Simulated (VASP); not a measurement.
Here is the system:

```
K
1.0
   -2.59734     2.59734     2.59734
    2.59734    -2.59734     2.59734
    2.59734     2.59734    -2.59734
K
1
Direct
  0.00000   0.00000   0.00000
```

Level of theory: optB86b-vdW, VASP's PBE PAW potentials (set 64) (plane waves; VASP 6.6.1). Settings: 520 eV cut-off, 9×9×9 Γ-centred mesh, first-order Methfessel-Paxton smearing of 0.10 eV, potentials K_sv.

Q: Predict the energy per atom (σ→0), band gap (on the k-mesh) with the smallest direct gap where there is one.

A: 
| Quantity | Value |
|---|---|
| band gap (on the k-mesh) | none (metal, semimetal or under 0.01 eV) |
| energy per atom (σ→0) | 1.185 eV/atom |

Only differences to runs with the same potentials and settings are physical.

The compound is K in the bcc structure. It was relaxed first. The start is the result of an earlier pass.
